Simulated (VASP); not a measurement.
Write the native input for VASP 6.6.1 that does the following.

| Property | Result |
| --- | --- |
| Task | relaxation of the atoms |
| Functional | r2SCAN |
| Potentials or basis | VASP PAW PBE potentials, release 64 (W_sv) |
| Cutoff | 600 eV |
| k mesh | 16 × 16 × 16 |
| Occupations | methfessel-paxton, width 0.1 eV |
| Spin | no spin polarisation |
| Further INCAR settings | ALGO = Normal; EDIFF = 1e-07; IBRION = 2; EDIFFG = -0.01; NSW = 40 |

The structure of W lies in POSCAR:

```
W                                       
1.0
   -1.6175954383      1.6175954383      1.6175954383
    1.6175954383     -1.6175954383      1.6175954383
    1.6175954383      1.6175954383     -1.6175954383
  W             
     1
Direct
     0.0000000000000000    0.0000000000000000    0.0000000000000000
```

The cell isn't the ideal one: a relaxed cell with its volume scaled by 1.06.

The input as run:

INCAR

```
  PREC = Accurate
  ENCUT = 600
  EDIFF = 1E-7
  ISMEAR = 1
  SIGMA = 0.1
  LREAL = False
  LASPH = True
  NELM = 80
  ALGO = Normal
  ISIF = 2
  LWAVE = False
  LCHARG = False
  METAGGA = R2SCAN
  LMIXTAU = True
  IBRION = 2
  NSW = 40
  EDIFFG = -0.01
```

KPOINTS

```
regular mesh
0
Gamma
  16 16 16
```

Potentials or basis: VASP PAW PBE potentials, release 64 (W_sv).

Command:

```console
$ cat potpaw_PBE.64/W_sv/POTCAR > POTCAR
$ mpirun -np 1 vasp_std > vasp.out
```

Results of the run:

- Pressure after relaxing: -16.4 GPa
- Band gap on the k mesh: none (metal or under the smearing width)

Caveat: the relaxation stopped at its first step, so nothing moved; the PAW data sets were made with another functional, which shifts forces and pressure a little.

Run time: 48 s on 1 thread of Intel(R) Xeon(R) 6975P-C (Granite Rapids), with other jobs on the host, peak memory 0.17 GiB.
